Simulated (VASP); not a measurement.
An input for Quantum ESPRESSO's pw.x (written as the equivalent of a VASP run, and not itself run):

```
&CONTROL
  calculation = 'scf'
  pseudo_dir = './pseudo'
  outdir = './out'
  tprnfor = .true.
  tstress = .true.
/
&SYSTEM
  ibrav = 0
  nat = 4
  ntyp = 2
  ecutwfc = 74
  occupations = 'tetrahedra'
  input_dft = 'pbesol'
/
&ELECTRONS
  conv_thr = 7.3e-09
  electron_maxstep = 100
/
ATOMIC_SPECIES
  K 39.098 K.upf
  Pb 207.200 Pb.upf
CELL_PARAMETERS angstrom
     4.9649119    0.0000000    0.0000000
     0.0000000    4.9649119    0.0000000
    -0.0000000   -0.0000000    4.9649119
ATOMIC_POSITIONS crystal
  K    0.0000000  0.0000000  0.0000000
  Pb   0.0000000  0.5000000  0.5000000
  Pb   0.5000000  0.0000000  0.5000000
  Pb   0.5000000  0.5000000  0.0000000
K_POINTS automatic
  7 7 7 0 0 0
```

Translate this input to VASP (INCAR, KPOINTS, POSCAR, choice of POTCAR).

One answer among several that fit: 
### INCAR
```
ALGO = Normal
EDIFF = 1E-7
ENCUT = 400
GGA = PS
ISIF = 2
ISMEAR = -5
LASPH = .TRUE.
LCHARG = .TRUE.
LEFG = .TRUE.
LMAXMIX = 4
LORBIT = 11
LREAL = .FALSE.
LWAVE = .FALSE.
NEDOS = 601
NELM = 100
PREC = Accurate
SYSTEM = KPb3
```

KPOINTS:
```
Automatic mesh
0
G
 7 7 7
```

### POSCAR
```
KPb3
1
    4.9649119092     0.0000000000     0.0000000000
    0.0000000000     4.9649119092     0.0000000000
   -0.0000000000    -0.0000000000     4.9649119092
K Pb
1 3
Direct
  0.0000000000   0.0000000000   0.0000000000
  0.0000000000   0.5000000000   0.5000000000
  0.5000000000   0.0000000000   0.5000000000
  0.5000000000   0.5000000000   0.0000000000
```

POTCAR, in this order: K_sv Pb_d (PBE.64 set). Program: vasp_std.

The two are equivalent in intent, not identical: the potentials are each code's own (VASP's PAW set, PseudoDojo norm-conserving files in pw.x), so ENCUT and ecutwfc are chosen apart and not converted; conv_thr bounds pw.x's estimated SCF error, while EDIFF bounds the energy change between steps; the field gradients of LEFG aren't asked of the other code.

The structure comes from a computed database's KPb3 entry (Pm-3m); how it stands against other phases isn't given here. It was relaxed first, which changed the volume by -8 %.
